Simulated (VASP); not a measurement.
A run of VASP 6.6.1 is set up as follows.

Contents of INCAR:

```
ALGO     = Normal         # electronic algorithm
EDIFF    = 1E-6           # SCF threshold, eV
ENCUT    = 520            # plane-wave cutoff, eV
GGA      = PE             # functional
ISIF     = 2              # what is computed and relaxed
ISMEAR   = 0              # smearing method
LASPH    = True           # aspherical terms in the spheres
LCHARG   = False          # write CHGCAR
LREAL    = False          # projectors in reciprocal space
LWAVE    = False          # write WAVECAR
NBANDS   = 16             # bands
NELM     = 100            # most SCF steps
PREC     = Accurate       # precision mode
SIGMA    = 0.02           # smearing width, eV
```

File KPOINTS:

```
k-points
0
Gamma
  9 9 6
```

The input POSCAR:

```
AlN
1.0
    3.1302421525      0.0000000000      0.0000000000
   -1.5651210763      2.7108692241      0.0000000000
    0.0000000000      0.0000000000      5.0179491839
Al N
2 2
Direct
    0.3333333333      0.6666666667     -0.0007721949
    0.6666666667      0.3333333333      0.4992278051
    0.3333333333      0.6666666667      0.3807721949
    0.6666666667      0.3333333333      0.8807721949
```

Potentials or basis: VASP PAW PBE potentials, release 64 (Al, N).

Command:

```sh
$ cat potpaw_PBE.64/Al/POTCAR potpaw_PBE.64/N/POTCAR > POTCAR
$ mpirun -np 1 vasp_std > vasp.out
```

Task: Predict the pressure.

Result: -0.3 GPa.

Task: Predict the band gap on the k mesh.

Result: 4.04 eV, direct.

**Measured values to compare with.**

From “Structural and optical properties of self-assembled AlN nanowires grown on SiO2/Si substrates by molecular beam epitaxy”, 2024, arxiv:2402.00216, for a bulk crystal of AlN at 0 K: band gap 6.0343 eV (an exciton energy, a little under the gap).

A measured gap of AlN is 6.0343 eV (an exciton energy, a little under the gap; 0 K; quoted in “Structural and optical properties of self-assembled AlN nanowires grown on SiO2/Si substrates by molecular beam epitaxy”, 2024, arxiv:2402.00216); the calculated 4.04 eV misses it by -1.99 eV. 2 values of this kind are on record (6.034 to 6.0343 eV); this one was drawn at random. The value is that of PBE, without temperature or zero-point motion. Semilocal functionals fall short of measured gaps as a rule.
